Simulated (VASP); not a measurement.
Input:

```xyz
3
Lattice="0.0000 2.6509 2.6509 2.6509 0.0000 2.6509 2.6509 2.6509 0.0000" Properties=species:S:1:pos:R:3 pbc="T T T"
Co     0.0000     0.0000     0.0000
Si     1.3255     1.3255     1.3255
Si     3.9764     3.9764     3.9764
```

Level of theory: PBE GGA with D3 dispersion (Becke-Johnson damping), VASP's PBE PAW potentials (set 64) (plane waves; VASP). Run with 520 eV cut-off, Gaussian smearing of 0.050 eV, potentials Co Si.

### Question
Give the energies of bands 2 to 11 at the high-symmetry points, in eV from the Fermi level.

### Answer

| band | Γ | X | U | L | W |
|---|---|---|---|---|---|
| 2 | -4.18 | -7.35 | -8.15 | -9.37 | -8.18 |
| 3 | -4.18 | -6.49 | -6.72 | -3.69 | -6.19 |
| 4 | -4.18 | -3.71 | -3.93 | -3.69 | -6.09 |
| 5 | -1.98 | -3.71 | -3.49 | -2.21 | -2.35 |
| 6 | -1.98 | -2.01 | -2.29 | -1.68 | -2.35 |
| 7 | 1.10 | -2.01 | -1.81 | -1.68 | -2.01 |
| 8 | 3.49 | -1.97 | -1.25 | -0.46 | -1.50 |
| 9 | 3.49 | -1.37 | -0.98 | -0.46 | -0.68 |
| 10 | 3.52 | 1.73 | 2.10 | 2.83 | 3.79 |
| 11 | 3.56 | 2.97 | 5.07 | 3.53 | 3.79 |

It has no gap at this level: it comes out as a metal or semimetal.

The compound is CoSi2 in the fluorite structure. It was relaxed first. The run is not spin-polarised, so no magnetic state was tried. The electron count is odd and the run is not spin-polarised, which forces a metal.
